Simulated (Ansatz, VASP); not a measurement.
# H23C11 (amorphous polyisobutylene at 640 K): VASP beside Ansatz

Wanted: the spread between two codes on one cell, functional and k mesh. The cell is taken from a series of runs on this material, whose earlier steps may have relaxed, scaled, displaced or heated it; both programs get it as it stands.

Method: plane waves, with VASP 6.6.1 beside it; single point at PBE with D3(BJ), in Ansatz 0.2.0.

### Step 1. The starting structure

The cell holds 136 atoms: 44 C and 92 H. Its edges and angles: a = 11.429 Å, b = 11.429 Å, c = 11.429 Å, α = 90.0°, β = 90.0°, γ = 90.0°. As first built, before any earlier steps moved the atoms (in the runner's words): 2 polyisobutylene chains of 5 units placed at random, at 0.691 g/cm^3; overlaps pushed apart, then 20 ps at 800 K with MMFF94 bonds, angles, torsions, charges and radii (Halgren, J. Comput. Chem. 17, 490 (1996)) in harmonic and 12-6 forms; charges of ions scaled by 0.8. Snapshot after 30 ps at 640 K and fixed volume.

### Step 2. Ansatz: single point, PBE with D3(BJ)

Ansatz runs on its default PAW (the set named soft_2) files.

With cell and atoms fixed, the geometry can't cause a difference; cores, projectors, grids and the points listed under the comparison can.

The input, input.yaml:

```yaml
crystal:
  lattice:
    - [11.42893, 0.0, 0.0]
    - [0.0, 11.42893, 0.0]
    - [0.0, 0.0, 11.42893]
  atoms:
    - { symbol: C, position: [0.36452, 0.44446, 0.33948] }
    - { symbol: C, position: [0.44479, 0.4921, 0.4259] }
    - { symbol: C, position: [0.53484, 0.42252, 0.4904] }
    - { symbol: C, position: [0.46217, 0.3485, 0.57176] }
    - { symbol: C, position: [0.60303, 0.51333, 0.55987] }
    - { symbol: C, position: [0.60533, 0.34172, 0.40565] }
    - { symbol: C, position: [0.70312, 0.37239, 0.30508] }
    - { symbol: C, position: [0.71547, 0.26239, 0.24748] }
    - { symbol: C, position: [0.65745, 0.45767, 0.21686] }
    - { symbol: C, position: [0.81855, 0.41769, 0.36644] }
    - { symbol: C, position: [0.94182, 0.38056, 0.34401] }
    - { symbol: C, position: [0.97382, 0.25056, 0.36668] }
    - { symbol: C, position: [0.96577, 0.41236, 0.22103] }
    - { symbol: C, position: [0.02228, 0.45897, 0.41886] }
    - { symbol: C, position: [0.04459, 0.44585, 0.55086] }
    - { symbol: C, position: [0.95067, 0.41554, 0.63506] }
    - { symbol: C, position: [0.12218, 0.32986, 0.55099] }
    - { symbol: C, position: [0.12746, 0.54608, 0.59711] }
    - { symbol: C, position: [0.07614, 0.67077, 0.63409] }
    - { symbol: C, position: [0.97685, 0.73376, 0.56053] }
    - { symbol: C, position: [0.16877, 0.76016, 0.62727] }
    - { symbol: C, position: [0.04529, 0.67046, 0.76675] }
    - { symbol: H, position: [0.3236, 0.36376, 0.37229] }
    - { symbol: H, position: [0.3968, 0.42696, 0.24952] }
    - { symbol: H, position: [0.28965, 0.50185, 0.32227] }
    - { symbol: H, position: [0.38937, 0.52493, 0.49605] }
    - { symbol: H, position: [0.48822, 0.56271, 0.3693] }
    - { symbol: H, position: [0.47133, 0.25969, 0.53896] }
    - { symbol: H, position: [0.37511, 0.35737, 0.58595] }
    - { symbol: H, position: [0.51211, 0.34286, 0.64923] }
[... 100 atom lines left out ...]
    - { symbol: H, position: [0.58502, 0.10406, 0.52937] }
    - { symbol: H, position: [0.50791, 0.06028, 0.6428] }
    - { symbol: H, position: [0.6133, 0.1666, 0.65017] }
    - { symbol: H, position: [0.63699, 0.82056, 0.53752] }
    - { symbol: H, position: [0.75694, 0.87883, 0.48375] }
    - { symbol: H, position: [0.61368, 0.95491, 0.44951] }
kpoints:
  mp_grid: { grid: [1, 1, 1] }
hamiltonian:
  xc: pbe
  dispersion: d3bj
scf:
  occupations: { method: fixed }
output:
  forces: true
  stress: true
  populations: intrinsic
  dos:
    method: { smearing: { sigma: 0.1 } }
    de: 0.1
    projected: { site_lists: { C: [C], H: [H] } }
  eigenvalues: true
```

Launch:

```console
$ ansatz run input.yaml --threads 4 --pin off --max-ram 8192MiB --backend cpu --events-out ev --progress --plain --runs-dir out
```

Numbers of over 12 decimals in the logs are rounded to 6 here.

The log of the run:

```text
Engine: ansatz 0.2.0, aarch64-unknown-linux-gnu
Pseudopotentials: kind: paw
Pseudopotential: C, paw, valence charge 4, recommended cutoff 420 eV (normal), C.paw.azcp
Pseudopotential: H, paw, valence charge 1, recommended cutoff 420 eV (normal), H.paw.azcp
Functional definition: PBE
  parameter kappa = 0.804
  parameter beta = 0.066725
  exchange = pbe_x(kappa = kappa, mu = beta*pi^2/3)
  correlation = pbe_c(beta = beta)
Crystal: 136 atoms, lattice volume = 1492.852 Å³
Basis set: ecut = 420 eV, 29039 PW (Γ), exchange–correlation on 160×160×160 points (8 copies of the dense FFT grid, shifted against one another)
Bands: 270, of which v1, the nominal top of the filled ones, is band 134 counted from 1 (133 counted from 0)
Symmetry: 1 space group operations
Space group: P1 (ITA 1), of the structure as read, at distance tolerance 1.1e-4 Å
k-points: 1
Non-local potential: C, projectors of the file, l = 0: 2, l = 1: 2, l = 2: 1
Non-local potential: H, projectors of the file, l = 0: 2, l = 1: 1
PAW form: soft (Blöchl's): semilocal exchange-correlation on the pseudo side does not see the compensation charge
PAW one-centre angular grid: C, 110 points (default); XC on 64 Gauss nodes
PAW one-centre angular grid: H, 110 points (default); XC on 64 Gauss nodes
Initial density: superposition of atomic densities (neutral atoms: chi_scale 0, normalization atom), corrected by the library's trained network
Initial wavefunctions: pseudopotential atomic-orbital guess
Functional: x = pbe(κ = 0.804, μ = 0.219515), c = pbe(β = 0.066725)
SCF iter   1: F=—  HF=-12518.435185 eV  |F-HF|=—  |Δ(HF+E_count)|=         —  Δρ=4.33e-3  dr2=3.18e-1  ethr=1.77e-3  ⟨swp⟩=4.0  Hψ=934  notcnv=0  defer=131
preconditioner: auto → Resta (q_TF=auto, 2.049 Å⁻¹)  ε∞=2.1  [insulator: Δε(μ)=5.051 eV  Ē_g=15.193 eV  n_scr=202 (ndim 8)  ℏωp=15.7 eV  f_vac=0.347  ε∞_Penn≈2.1]
SCF iter   2: F=—  HF=-12518.420358 eV  |F-HF|=—  |Δ(HF+E_count)|=   1.48e-2  Δρ=1.78e-3  dr2=6.51e-2  ethr=1.19e-4  ⟨swp⟩=3.0  Hψ=448  notcnv=0  defer=133
SCF iter   3: F=—  HF=-12518.445629 eV  |F-HF|=—  |Δ(HF+E_count)|=   2.53e-2  Δρ=6.71e-4  dr2=1.10e-2  ethr=2.43e-5  ⟨swp⟩=4.0  Hψ=279  notcnv=0  defer=134
SCF iter   4: F=—  HF=-12518.452141 eV  |F-HF|=—  |Δ(HF+E_count)|=   6.51e-3  Δρ=1.77e-4  dr2=9.48e-4  ethr=4.12e-6  ⟨swp⟩=3.0  Hψ=239  notcnv=0  defer=134
SCF iter   5: F=—  HF=-12518.452644 eV  |F-HF|=—  |Δ(HF+E_count)|=   5.03e-4  Δρ=7.31e-5  dr2=1.24e-4  ethr=3.54e-7  ⟨swp⟩=3.0  Hψ=275  notcnv=0  defer=134
SCF iter   6: F=—  HF=-12518.452585 eV  |F-HF|=—  |Δ(HF+E_count)|=   5.91e-5  Δρ=2.46e-5  dr2=1.23e-5  ethr=4.63e-8  ⟨swp⟩=2.0  Hψ=276  notcnv=0  defer=134
SCF iter   7: F=—  HF=-12518.452653 eV  |F-HF|=—  |Δ(HF+E_count)|=   6.79e-5  Δρ=6.35e-6  dr2=1.05e-6  ethr=4.57e-9  ⟨swp⟩=2.0  Hψ=379  notcnv=0  defer=134
SCF iter   8: F=—  HF=-12518.452654 eV  |F-HF|=—  |Δ(HF+E_count)|=   1.30e-6  Δρ=2.76e-6  dr2=1.73e-7  ethr=3.90e-10  ⟨swp⟩=2.0  Hψ=274  notcnv=0  defer=134
SCF iter   9: F=-12518.452655 eV  HF=-12518.452655 eV  |F-HF|=2.98e-8  |Δ(HF+E_count)|=   1.80e-7  Δρ=7.71e-7  dr2=1.44e-8  ethr=3.73e-11  ⟨swp⟩=22.0  Hψ=2149  notcnv=0
SCF 1 converged in 9 iterations: F = -12518.452655 eV  dr2 = 1.44e-8
  greatest PAW one-centre occupation: 0.681 electrons in one spin orbital (limit 2), on the C atom at site 7 (counted from 0), in its partial waves of l = 0
SCF converged after 9 iterations
Free energy (F): -12518.452655 eV
Harris-Foulkes:  -12518.452655 eV  (|F-HF|=2.98e-8)
Internal energy: -12518.452655 eV  (E = F + TS)
E sigma→0 (E₀):  -12518.452655 eV
Fermi energy:    -2.534169 eV
--- Per-component energies (eV) ---
  E_band       = -2093.827071
  E_kinetic    = 5353.124096
  E_local      = -23247.184900  (includes V_loc(G=0)·N_el)
  E_nonlocal   = 1351.772398
  E_hartree    = 9270.542919
  E_xc         = -2972.002628
  E_vxc        = -3723.887639  (∫ρ·V_xc dr)
  E_paw        = -4426.862770  (= ΣΔE_a)
  E_vpaw       = -368.606107  (= ΣTr[D̂ρ^β])
  E_aug_tail   = -0.128103  (compensation charges beyond the density's cutoff)
  E_ewald      = 2158.480217
  E_disp       = -6.193883  (pairwise vdW)
  E_smearing   = -0.000000  (= −TS)
  E_closure    = -0.000000  (closes the sum)
  Σ components = -12518.452655   (vs F -12518.452655, Δ=0.00e0)
--- Forces (eV/Å), atoms counted from 1 ---
  atom   1  C     -1.79516563    -2.05278880    -1.58623307
  atom   2  C      0.87683608     2.97030114    -1.39543046
  atom   3  C     -0.78803302     0.14442284    -1.04732406
  atom   4  C      3.68912595    -2.63266079    -0.76435832
  atom   5  C      0.86053914    -0.96282249     0.45076496
  atom   6  C      1.70624060    -0.42465143     0.79005136
  atom   7  C     -1.64520201     1.66295487     2.56341024
  atom   8  C      0.73191213    -1.54426005    -1.83051316
  atom   9  C      0.33841078    -0.30428996    -1.58365455
[...]
atom  85  C      1.44858323    -3.07821511    -0.35771281
  atom  86  C     -1.24388852    -2.16590183     0.48530833
  atom  87  C      1.98464058     0.10163042    -0.66473162
  atom  88  C      0.68485611    -0.50213981     0.63088964
  atom  89  C      1.96646781     0.56154430     0.35044973
  atom  90  C      1.75465951    -0.08320589    -0.54132919
  atom  91  H     -1.51320813    -0.32866522     0.27167568
  atom  92  H     -0.35614439    -0.73138065    -0.34331517
  atom  93  H     -0.48397889    -1.09160585    -0.78969187
  atom  94  H      0.27187714     1.25532035     1.46717531
  atom  95  H      0.41262752    -0.35150309    -0.22211893
  atom  96  H      0.56112355    -0.68968546     0.36958962
  atom  97  H     -0.17608698    -0.10030770    -0.44564032
  atom  98  H      0.18153630    -0.87295254     0.23530528
  atom  99  H     -1.35055453    -0.28504385    -1.87897894
[...]
atom 129  H      0.59304094     0.41708320     0.06071209
  atom 130  H      0.14920364     0.82446430    -0.96955860
  atom 131  H     -0.40482865     0.43226258    -2.70780487
  atom 132  H     -2.41879500    -0.93563424     1.07922030
  atom 133  H      0.34784475     0.48976942     0.96057460
  atom 134  H     -1.29033028    -0.56813090     0.33226476
  atom 135  H     -1.08846232     0.85361715    -0.06306708
  atom 136  H      0.64588556    -0.92025480     0.36559400
  max |Σ_I F_I| component: 5.50e-5 eV/Å
--- Stress (GPa, compression-positive) ---
        2.816424       0.679868      -0.170953
        0.679869       3.100857      -0.632324
       -0.170953      -0.632324       2.625597
  P = ⅓ Tr σ = 2.8476 GPa (28.476 kbar)
--- Band table (eV) ---
  k-point 0: bands = [... 130 lower, -2.8052, -2.7399, -2.6114, -2.5342, 2.4721, 3.2677, 3.3335, 3.4577, ... 132 higher]
--- intrinsic populations: 136 sites ---
  site symbol       q [e]
     0      C      4.5025
     1      C      4.2916
     2      C      3.9366
     3      C      4.5589
     4      C      4.5347
     5      C      4.3389
     6      C      3.9364
     7      C      4.5423
     8      C      4.5129
     9      C      4.3453
    10      C      3.9403
    11      C      4.5074
    12      C      4.5480
    13      C      4.3321
    14      C      3.9458
    15      C      4.4881
    16      C      4.5106
    17      C      4.3100
    18      C      3.9360
    19      C      4.4768
    20      C      4.5032
    21      C      4.5001
    22      H      0.8516
    23      H      0.8394
[...]
128      H      0.8379
   129      H      0.8348
   130      H      0.8172
   131      H      0.8057
   132      H      0.8335
   133      H      0.8158
   134      H      0.8425
   135      H      0.8471
  spilling = -0.000000 (of n_electrons = 268.000000)
```

### Step 3. VASP: single point, PBE with D3(BJ)

The same cell, functional and mesh now go to VASP, with its own data sets.

Lines of VASP's logs that name or quote its potential files are left out, and so is its time.

The input, INCAR:

```
SYSTEM = H23C11
PREC = Accurate
ENCUT = 600
EDIFF = 1E-06
NELM = 120
ISMEAR = 0
SIGMA = 0.01
LREAL = Auto
ALGO = Normal
GGA = PE
IVDW = 12
NBANDS = 229
LORBIT = 11
LWAVE = .FALSE.
LCHARG = .FALSE.
ISIF = 2
LASPH = .TRUE.
GGA_COMPAT = .FALSE.
EFERMI = MIDGAP
```

The input, POSCAR:

```
H23C11
1.0
   11.4289300000      0.0000000000      0.0000000000
    0.0000000000     11.4289300000      0.0000000000
    0.0000000000      0.0000000000     11.4289300000
C H
44 92
Direct
    0.3645200000      0.4444600000      0.3394800000
    0.4447900000      0.4921000000      0.4259000000
    0.5348400000      0.4225200000      0.4904000000
    0.4621700000      0.3485000000      0.5717600000
    0.6030300000      0.5133300000      0.5598700000
    0.6053300000      0.3417200000      0.4056500000
    0.7031200000      0.3723900000      0.3050800000
    0.7154700000      0.2623900000      0.2474800000
    0.6574500000      0.4576700000      0.2168600000
    0.8185500000      0.4176900000      0.3664400000
    0.9418200000      0.3805600000      0.3440100000
    0.9738200000      0.2505600000      0.3666800000
    0.9657700000      0.4123600000      0.2210300000
    0.0222800000      0.4589700000      0.4188600000
    0.0445900000      0.4458500000      0.5508600000
    0.9506700000      0.4155400000      0.6350600000
    0.1221800000      0.3298600000      0.5509900000
    0.1274600000      0.5460800000      0.5971100000
    0.0761400000      0.6707700000      0.6340900000
    0.9768500000      0.7337600000      0.5605300000
    0.1687700000      0.7601600000      0.6272700000
    0.0452900000      0.6704600000      0.7667500000
    0.1011300000      0.9289200000      0.3048000000
    0.1948700000      0.0103500000      0.2662800000
    0.3245800000      0.9693400000      0.2536900000
    0.3722500000      0.9687000000      0.3759700000
    0.3771700000      0.0787600000      0.1990800000
    0.3410700000      0.8564100000      0.1841500000
    0.3324600000      0.8386600000      0.0530800000
    0.2879500000      0.7102000000      0.0246800000
[... 100 atom lines left out ...]
    0.5850200000      0.1040600000      0.5293700000
    0.5079100000      0.0602800000      0.6428000000
    0.6133000000      0.1666000000      0.6501700000
    0.6369900000      0.8205600000      0.5375200000
    0.7569400000      0.8788300000      0.4837500000
    0.6136800000      0.9549100000      0.4495100000
```

The input, KPOINTS:

```
Automatic mesh
0
Gamma
1 1 1
0 0 0
```

Potentials, in the order of the species: C and H (PBE family, release 64).

Launch:

```console
$ export OMP_NUM_THREADS=3
$ mpirun -np 1 vasp_gam
```

The log of the run:

```text
[banner, memory and clock lines left out]
running    1 mpi-ranks, on    1 nodes
[...]
Offloading initialized ...    1 GPUs detected
[...]
LDA part: xc-table for (Slater+PW92), standard interpolation
 POSCAR, INCAR and KPOINTS ok, starting setup
[...]
entering main loop
       N       E                     dE             d eps       ncg     rms          rms(c)
DAV:   1     0.192552932056E+04    0.19255E+04   -0.13446E+05   458   0.116E+03
DAV:   2    -0.517608895278E+03   -0.24431E+04   -0.23028E+04   607   0.251E+02
DAV:   3    -0.799548720784E+03   -0.28194E+03   -0.27954E+03   588   0.868E+01
DAV:   4    -0.808319114263E+03   -0.87704E+01   -0.87422E+01   596   0.177E+01
[...]
DAV:  18    -0.728109171527E+03    0.84206E-05   -0.92728E-06   540   0.869E-03    0.489E-03
DAV:  19    -0.728109169151E+03    0.23759E-05   -0.52667E-06   532   0.632E-03    0.243E-03
DAV:  20    -0.728109169169E+03   -0.17984E-07   -0.16198E-06   396   0.393E-03
   1 F= -.73430231E+03 E0= -.73430231E+03  d E =0.000000E+00
```

Parts of OUTCAR (step 3):

```text
  FREE ENERGIE OF THE ION-ELECTRON SYSTEM (eV)
  ---------------------------------------------------
  free  energy   TOTEN  =      -734.3023056225 eV

  energy  without entropy=     -734.3023056225  energy(sigma->0) =     -734.30230562
```

The run ends at a pressure of 2.80 GPa, with forces up to 6.2 eV/Å.

### Step 4. Comparison

Known differences besides the potentials themselves: fixed occupations in Ansatz, narrow Gaussian smearing in VASP; the cutoff is 420 eV in Ansatz and 600 eV in VASP (PREC = Accurate, projectors in real space). Total energies have different zeros and are not compared.

Both answers:

| quantity | Ansatz | VASP | difference |
| --- | --- | --- | --- |
| pressure (GPa) | 2.85 | 2.80 | +0.05 |
| gap on the k mesh (eV) | 5.006 | 5.004 | +0.002 |

Forces on 9 of the 136 atoms, those with the largest forces and the largest differences (eV/Å; atoms numbered as in POSCAR):

| atom | Ansatz x, y, z | VASP x, y, z |
| --- | --- | --- |
| C4 | 3.689, -2.633, -0.764 | 3.659, -2.628, -0.751 |
| C7 | -1.645, 1.663, 2.563 | -1.641, 1.683, 2.596 |
| C12 | 2.485, -0.983, -3.118 | 2.475, -0.974, -3.108 |
| C13 | 2.794, -5.409, -1.342 | 2.782, -5.381, -1.365 |
| C19 | -0.732, 0.449, 0.501 | -0.753, 0.421, 0.496 |
| C21 | 2.342, 0.087, 2.916 | 2.364, 0.103, 2.910 |
| C34 | 2.001, -3.287, 0.778 | 1.996, -3.294, 0.758 |
| C36 | -0.996, 3.640, 2.685 | -0.992, 3.632, 2.673 |
| H70 | -1.682, 3.887, -1.216 | -1.681, 3.884, -1.217 |

The forces differ by 11 meV/Å r.m.s., which is 0.9 % of the r.m.s. force of 1.189 eV/Å (both taken over all components). A gap on the mesh is an upper bound, since the band edges may lie between its points.

### Step 5. What came out

| Quantity | Value |
| --- | --- |
| r.m.s. force difference (single point, PBE with D3(BJ)) | 0.89 % of the r.m.s. force |

**Reading.** The r.m.s. force difference is 0.89 % of the r.m.s. force (single point, PBE with D3(BJ)), within the 3 % picked in this series as the mark of a large difference. Such differences can come from data sets, numerical settings and the points named under the comparisons, not from the functional's error against experiment.

[Lines on the potential files, build, host, timing and source positions are cut from VASP's logs without a mark.]

[Logs are printed without paths, hosts, clocks, repeated set-up lines and the standing remarks that a program may print on its own settings, such as how far it seeks lower states.]

[Hosts, paths, dates, database ids (printed as entryN), source tags and the programs' standing remarks are cut or masked in the printed files.]

[The MMFF94 radii named for the starting cell were scaled by 0.96; in molecules described by MMFF94, hydrogen bound to N, O or S took a small fixed 12-6 site in their place.]
